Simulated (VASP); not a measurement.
Method: PBE GGA, VASP's PBE PAW potentials (set 64) (plane waves; VASP).

VASP input:

### KPOINTS
```
K-points
0
gamma
  4 4 4
0 0 0
```

**INCAR**
```
SYSTEM  =  YSi2
PREC  =  Accurate; ENCUT  =  300; LREAL  =  .False.
LASPH  =  .True.
EDIFF  =  1E-6; NELM  =  100; ALGO  =  Normal
LMAXMIX  =  4
ISMEAR  =  0; SIGMA  =  0.272
GGA  =  PE
ISIF  =  2
LWAVE  =  .False.; LCHARG  =  .False.
```

### POSCAR
```
YSi2
9.444890
  0.0000000000   0.4834278642   0.5000000000
  0.2806853230   0.0000000000   0.5000000000
  0.2806853230   0.4834278642   0.0000000000
Si Y
4 2
Cartesian
  0.2806853230   0.6415087758   0.5000000000
  0.2806853230   0.3253469526   0.5000000000
  0.4210279844   0.5670608847   0.7500000000
  0.4210279844   0.8832227078   0.7500000000
  0.0000000000   0.0000000000   0.0000000000
  0.1403426615   0.2417139321   0.2500000000
```

POTCAR, in this order: Si Y_sv (PBE.64 set). Program: vasp_std.

At this cut-off the stress carries a Pulay error, which pulls relaxed volumes low.

Question: Predict the energy per atom (σ→0), pressure, largest force, band gap (on the k-mesh).

Answer: 
| Item | Value |
|---|---|
| energy per atom (σ→0) | -5.988 eV/atom |
| band gap (on the k-mesh) | none (metal, semimetal or under 0.01 eV) |
| pressure | 3.06 GPa |
| largest force | 0.429 eV/Å |

**OSZICAR**
```
...
DAV:   8    -0.360105819399E+02    0.42722E-01   -0.45725E-01   933   0.325E+00    0.621E-01
DAV:   9    -0.360100351366E+02    0.54680E-03   -0.29530E-02  1080   0.853E-01    0.624E-01
DAV:  10    -0.360099769397E+02    0.58197E-04   -0.83289E-04  1324   0.153E-01    0.220E-01
DAV:  11    -0.360099732587E+02    0.36810E-05   -0.41787E-04  1160   0.105E-01    0.174E-01
DAV:  12    -0.360099680581E+02    0.52006E-05   -0.39847E-05  1112   0.362E-02    0.750E-02
DAV:  13    -0.360099664346E+02    0.16235E-05   -0.60710E-06   918   0.143E-02    0.139E-02
DAV:  14    -0.360099661168E+02    0.31786E-06   -0.11981E-06   603   0.676E-03
   1 F= -.36009966E+02 E0= -.35929143E+02  d E =-.161646E+00
```

The structure was generated: YSi2 was put into an ordered model structure, which need not be its known phase. The cell was not relaxed at this level. The k-mesh is coarse (spacing up to 0.38 per Å, 2π included), so the numbers may not be converged in it.
